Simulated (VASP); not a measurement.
Calculation: r2SCAN meta-GGA, VASP's PBE PAW potentials (set 64) (plane waves; VASP).

A VASP calculation is set up with these files.

**INCAR**
```
ALGO  =  Normal
EDIFF  =  1E-6
EDIFFG  =  -0.01
ENCUT  =  400
IBRION  =  2
ISIF  =  3
ISMEAR  =  1
LASPH  =  T
LCHARG  =  F
LMAXMIX  =  6
LMIXTAU  =  T
LREAL  =  F
LWAVE  =  F
METAGGA  =  R2SCAN
NELM  =  100
NSW  =  60
PREC  =  Accurate
SIGMA  =  0.1
SYSTEM  =  Nd
```

### POSCAR
```
Nd
1
   -2.0448210000     2.0448210000     2.0448210000
    2.0448210000    -2.0448210000     2.0448210000
    2.0448210000     2.0448210000    -2.0448210000
Nd
1
Direct
  0.0000000000   0.0000000000   0.0000000000
```

**KPOINTS**
```
Automatic mesh
0
Gamma
11 11 11
0 0 0
```

POTCAR, in this order: Nd_3 (PBE.64 set). Program: vasp_std.

The resulting files:

OSZICAR:
```
       N       E                     dE             d eps       ncg     rms          rms(c)
DAV:   1     0.270205822761E+02    0.27021E+02   -0.50267E+03  1024   0.920E+02
DAV:   2    -0.314840012681E+02   -0.58505E+02   -0.57817E+02  1105   0.210E+02
DAV:   3    -0.330885561941E+02   -0.16046E+01   -0.15726E+01  1505   0.306E+01
DAV:   4    -0.331255246841E+02   -0.36968E-01   -0.36848E-01  1325   0.424E+00
DAV:   5    -0.331270327229E+02   -0.15080E-02   -0.15054E-02  1590   0.451E-01    0.324E+00
DAV:   6    -0.288050963964E+02    0.43219E+01   -0.13495E+00  1427   0.978E+00    0.234E+00
DAV:   7    -0.294049126994E+02   -0.59982E+00   -0.22071E-01  1056   0.474E+00    0.145E+00
DAV:   8    -0.289182963910E+02    0.48662E+00   -0.42057E-01  1287   0.602E+00    0.703E-01
DAV:   9    -0.292798983139E+02   -0.36160E+00   -0.47580E-01  1271   0.509E+00    0.211E-01
DAV:  10    -0.292878403310E+02   -0.79420E-02   -0.84112E-03  1074   0.128E+00    0.173E-01
DAV:  11    -0.292814492983E+02    0.63910E-02   -0.89836E-03  1024   0.130E+00    0.127E-01
DAV:  12    -0.292845119727E+02   -0.30627E-02   -0.35675E-03  1054   0.806E-01    0.460E-02
DAV:  13    -0.292845896914E+02   -0.77719E-04   -0.85231E-04  1111   0.279E-01    0.274E-02
DAV:  14    -0.292846360715E+02   -0.46380E-04   -0.15857E-05  1640   0.344E-02    0.368E-02
DAV:  15    -0.292845209457E+02    0.11513E-03   -0.59166E-05  1037   0.101E-01    0.184E-02
DAV:  16    -0.292844454229E+02    0.75523E-04   -0.60690E-05  1045   0.873E-02    0.418E-03
DAV:  17    -0.292844452582E+02    0.16473E-06   -0.17604E-06  1024   0.148E-02
   1 F= -.29284445E+02 E0= -.29283841E+02  d E =-.292844E+02
       N       E                     dE             d eps       ncg     rms          rms(c)
DAV:   1    -0.294655238822E+02   -0.18108E+00   -0.61888E+00  1120   0.261E+01    0.230E+00
DAV:   2    -0.293070059626E+02    0.15852E+00   -0.48645E-01  1187   0.706E+00    0.116E+00
DAV:   3    -0.292716560103E+02    0.35350E-01   -0.34006E-01  1053   0.461E+00    0.553E-01
DAV:   4    -0.292853695719E+02   -0.13714E-01   -0.19009E-02  1049   0.145E+00    0.377E-01
DAV:   5    -0.292852332434E+02    0.13633E-03   -0.88559E-03  1406   0.860E-01    0.184E-01
DAV:   6    -0.292916158132E+02   -0.63826E-02   -0.43096E-03  1151   0.682E-01    0.367E-02
DAV:   7    -0.292920579653E+02   -0.44215E-03   -0.78875E-04  1505   0.153E-01    0.461E-02
DAV:   8    -0.292920808199E+02   -0.22855E-04   -0.89176E-06  1083   0.278E-02    0.412E-02
DAV:   9    -0.292922176716E+02   -0.13685E-03   -0.56838E-05  1061   0.896E-02    0.174E-02
DAV:  10    -0.292922172549E+02    0.41671E-06   -0.15807E-05  1020   0.440E-02    0.130E-02
DAV:  11    -0.292922212853E+02   -0.40304E-05   -0.27698E-06  1029   0.174E-02    0.627E-03
DAV:  12    -0.292922212130E+02    0.72270E-07   -0.15829E-06   936   0.858E-03
   2 F= -.29292221E+02 E0= -.29291731E+02  d E =-.777595E-02
       N       E                     dE             d eps       ncg     rms          rms(c)
DAV:   1    -0.292937532850E+02   -0.15320E-02   -0.51690E-02  1116   0.236E+00    0.209E-01
DAV:   2    -0.292924344457E+02    0.13188E-02   -0.38159E-03  1130   0.648E-01    0.102E-01
DAV:   3    -0.292920897841E+02    0.34466E-03   -0.25242E-03  1085   0.407E-01    0.419E-02
DAV:   4    -0.292922314030E+02   -0.14162E-03   -0.15852E-04  1040   0.138E-01    0.291E-02
DAV:   5    -0.292922247053E+02    0.66977E-05   -0.75727E-05  1407   0.758E-02    0.170E-02
DAV:   6    -0.292922953562E+02   -0.70651E-04   -0.40776E-05  1192   0.671E-02    0.246E-03
DAV:   7    -0.292922967496E+02   -0.13934E-05   -0.79359E-06  1400   0.174E-02    0.384E-03
DAV:   8    -0.292922964898E+02    0.25974E-06   -0.11027E-07   515   0.298E-03
   3 F= -.29292296E+02 E0= -.29291803E+02  d E =-.785123E-02
```

File OUTCAR:
```
------------------------ aborting loop because EDIFF is reached ----------------------------------------
  FORCE on cell =-STRESS in cart. coord.  units (eV):
  Direction    XX          YY          ZZ          XY          YZ          ZX
  --------------------------------------------------------------------------------------
  Total        0.0004913      0.0004913      0.0004913     -0.0000000     -0.0000000     -0.0000000
  in kB        0.0219867      0.0219867      0.0219867     -0.0000000     -0.0000000     -0.0000000
  external PRESSURE =       0.0219867 kB  Pullay stress =       0.0000000 kB
  volume of cell :       35.80
      direct lattice vectors                 reciprocal lattice vectors
    -2.076229907  2.076229907  2.076229907     0.000000000  0.240821114  0.240821114
     2.076229907 -2.076229907  2.076229907     0.240821114  0.000000000  0.240821114
     2.076229907  2.076229907 -2.076229907     0.240821114  0.240821114  0.000000000
 POSITION                                       TOTAL-FORCE (eV/Angst)
 -----------------------------------------------------------------------------------
      0.00000     -0.00000      0.00000         0.000000     -0.000000      0.000000
 -----------------------------------------------------------------------------------
    total drift:                               -0.000000      0.000000      0.000000
  FREE ENERGIE OF THE ION-ELECTRON SYSTEM (eV)
  ---------------------------------------------------
  free  energy   TOTEN  =       -29.2922964898 eV

  energy  without entropy=      -29.2908158040  energy(sigma->0) =      -29.29180293

 reached required accuracy - stopping structural energy minimisation
```
(Selected blocks of OUTCAR.)

File CONTCAR:
```
Nd
   1.00000000000000
    -2.0762299073908594    2.0762299073908594    2.0762299073908594
     2.0762299073908594   -2.0762299073908594    2.0762299073908594
     2.0762299073908594    2.0762299073908594   -2.0762299073908594
  Nd
     1
Direct
     0.0000000000000000    0.0000000000000000    0.0000000000000000
```

The 4f electrons are frozen in the core of the lanthanide potential, so 4f levels, which can set the real gap, and their magnetism are missing. Energy and stress use the plane-wave basis of the starting cell.

The structure was generated: Nd was put into the bcc type (Im-3m), which need not be its known phase. This run relaxes it. Symmetry was kept, so distortions that lower it aren't found.
